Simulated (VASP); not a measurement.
Computed with vdW-DF2, VASP's PBE PAW potentials (set 64) (plane waves; VASP).

The input files of a VASP run:

### INCAR
```
SYSTEM = HfN
PREC = Accurate
ENCUT = 520
EDIFF = 1E-7
NELM = 100
ALGO = Normal
LREAL = .FALSE.
LASPH = .TRUE.
ISMEAR = 1
SIGMA = 0.1
GGA = ML
ZAB_VDW = -1.8867
LUSE_VDW = .TRUE.
AGGAC = 0.0
LMAXMIX = 6
LWAVE = .FALSE.
LCHARG = .FALSE.
ISIF = 2
```

File KPOINTS:
```
Automatic mesh
0
Gamma
14 14 14
0 0 0
```

POSCAR:
```
HfN
1.0
  0.0000000000   2.3563092149   2.3563092149
  2.3563092149   0.0000000000   2.3563092149
  2.3563092149   2.3563092149   0.0000000000
Hf N
1 1
Cartesian
  0.0000000000   0.0000000000   0.0000000000
  2.3563092149   2.3563092149   2.3563092149
```

POTCAR, in this order: Hf_pv N (PBE.64 set). Program: vasp_std.

Output of the run:

**OSZICAR**
```
       N       E                     dE             d eps       ncg     rms          rms(c)
DAV:   1     0.446120536999E+02    0.44612E+02   -0.81324E+03  2296   0.126E+03
DAV:   2    -0.183392715343E+02   -0.62951E+02   -0.59553E+02  3196   0.249E+02
DAV:   3    -0.207565981419E+02   -0.24173E+01   -0.23905E+01  2961   0.428E+01
DAV:   4    -0.207813146130E+02   -0.24716E-01   -0.24586E-01  2868   0.437E+00
DAV:   5    -0.207818081618E+02   -0.49355E-03   -0.49294E-03  3114   0.422E-01    0.352E+01
DAV:   6    -0.167287463806E+02    0.40531E+01   -0.26254E+01  2698   0.334E+01    0.336E+01
DAV:   7    -0.165898137978E+02    0.13893E+00   -0.12903E+00  2609   0.973E+00    0.251E+01
DAV:   8    -0.166041464884E+02   -0.14333E-01   -0.54821E-01  2649   0.620E+00    0.113E+01
DAV:   9    -0.165582865302E+02    0.45860E-01   -0.24313E-01  2721   0.325E+00    0.989E-01
DAV:  10    -0.165584937602E+02   -0.20723E-03   -0.48081E-03  2612   0.683E-01    0.566E-01
DAV:  11    -0.165585400441E+02   -0.46284E-04   -0.85040E-04  2791   0.245E-01    0.399E-02
DAV:  12    -0.165585419701E+02   -0.19260E-05   -0.32964E-05  2851   0.579E-02    0.643E-02
DAV:  13    -0.165585447653E+02   -0.27952E-05   -0.14465E-05  2978   0.339E-02    0.757E-03
DAV:  14    -0.165585451283E+02   -0.36299E-06   -0.89096E-07  2644   0.953E-03    0.362E-03
DAV:  15    -0.165585452378E+02   -0.10946E-06   -0.49483E-07  2534   0.645E-03    0.154E-03
DAV:  16    -0.165585452401E+02   -0.23722E-08   -0.21474E-08  1348   0.174E-03
   1 F= -.16558545E+02 E0= -.16558280E+02  d E =-.794657E-03
```

File OUTCAR:
```
------------------------ aborting loop because EDIFF is reached ----------------------------------------
  FORCE on cell =-STRESS in cart. coord.  units (eV):
  Direction    XX          YY          ZZ          XY          YZ          ZX
  --------------------------------------------------------------------------------------
  Total       -2.0074439     -2.0074439     -2.0074439      0.0000000      0.0000000      0.0000000
  in kB     -122.9213018   -122.9213018   -122.9213018      0.0000000      0.0000000      0.0000000
  external PRESSURE =    -122.9213018 kB  Pullay stress =       0.0000000 kB
  volume of cell :       26.17
      direct lattice vectors                 reciprocal lattice vectors
     0.000000000  2.356309215  2.356309215    -0.212196259  0.212196259  0.212196259
     2.356309215  0.000000000  2.356309215     0.212196259 -0.212196259  0.212196259
     2.356309215  2.356309215  0.000000000     0.212196259  0.212196259 -0.212196259
 POSITION                                       TOTAL-FORCE (eV/Angst)
 -----------------------------------------------------------------------------------
      0.00000      0.00000      0.00000        -0.000000      0.000000      0.000000
      2.35631      2.35631      2.35631         0.000000     -0.000000     -0.000000
 -----------------------------------------------------------------------------------
    total drift:                                0.000000      0.000000      0.000000
  FREE ENERGIE OF THE ION-ELECTRON SYSTEM (eV)
  ---------------------------------------------------
  free  energy   TOTEN  =       -16.5585452401 eV

  energy  without entropy=      -16.5577505832  energy(sigma->0) =      -16.55828035
```
(Selected blocks of OUTCAR.)

File OUTCAR:
```
 val. band max:        7.4795365515   @ k =   0.5000   0.2143   0.0000

 cond. band min:       7.5153459032   @ k =   0.3571   0.1429   0.0714


 Fermi energy:         7.4879725334

 k-point     1 :       0.0000    0.0000    0.0000
  band No.  band energies     occupation
      1     -24.2578      2.00000
      2     -24.2578      2.00000
      3     -24.2578      2.00000
      4      -9.1830      2.00000
      5       4.6040      2.00000
      6       4.6040      2.00000
      7       4.6040      2.00000
      8       7.1888      2.00020
      9       7.1888      2.00020
     10       7.1888      2.00020
     11       8.3771     -0.00000

 k-point     2 :       0.0714    0.0000    0.0000
  band No.  band energies     occupation
      1     -24.2880      2.00000
      2     -24.2607      2.00000
      3     -24.2607      2.00000
      4      -9.0962      2.00000
      5       4.1341      2.00000
      6       4.3623      2.00000
      7       4.3623      2.00000
      8       7.2961      2.02063
      9       7.3316      2.04947
     10       7.3316      2.04947
     11       8.7597     -0.00000

 k-point     3 :       0.1429    0.0000    0.0000
  band No.  band energies     occupation
      1     -24.3715      2.00000
      2     -24.2687      2.00000
      3     -24.2687      2.00000
      4      -8.8487      2.00000
      5       3.1489      2.00000
      6       3.8190      2.00000
      7       3.8190      2.00000
      8       7.4762      1.19809
      9       7.7051     -0.00886
     10       7.7051     -0.00886
     11       9.6592      0.00000

 k-point     4 :       0.2143    0.0000    0.0000
  band No.  band energies     occupation
      1     -24.4893      2.00000
      2     -24.2802      2.00000
      3     -24.2802      2.00000
      4      -8.4776      2.00000
      5       2.0691      2.00000
      6       3.2196      2.00000
      7       3.2196      2.00000
      8       7.7563     -0.00098
      9       8.2526     -0.00000
...
```

Unless said otherwise, spin-orbit coupling is left out, though it shifts the bands of the heavy elements here.

The compound is HfN in the rock salt structure. This cell is one point of a volume scan, at 1.06 of the reference volume. The electron count is odd and the run is not spin-polarised, which forces a metal.
